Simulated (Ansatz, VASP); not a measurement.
# BiN: VASP beside Ansatz

```xyz
2
Lattice="3.5424 0.0000 0.0000 -1.7712 3.0678 0.0000 0.0000 0.0000 3.2949" Properties=species:S:1:pos:R:3 pbc="T T T"
Bi    0.0000    0.0000    0.0000
N     1.7712    1.0226    1.6474
```

Alike in both runs: functional PBE; k mesh 12 × 12 × 10; occupations gaussian, width 0.05 eV; no spin polarisation.

Ansatz relaxed the structure, and its values are those at the end. VASP's run is a single point on that final structure, the one shown.

```csv
,VASP,Ansatz
version,VASP 6.6.1,Ansatz 0.2.0
potentials or method,"VASP PAW PBE potentials, release 64 (Bi_d, N)","scalar-relativistic, plane waves, PAW"
plane-wave cutoff (eV),520,420
valence electrons in the cell,20,20
```

|  | VASP | Ansatz | Ansatz less VASP |
| --- | --- | --- | --- |
| gap on the k mesh at the Fermi level (eV) | none | none | - |
| pressure (GPa) | -4.0 | -3.9 | +0.02 |

A gap of «none» marks a metal or a gap that the smearing closes. With one functional, cell and mesh, what is left measures potentials, basis and numerics.

Caveats: spin-orbit coupling is left out, which moves the levels of the heavy elements.
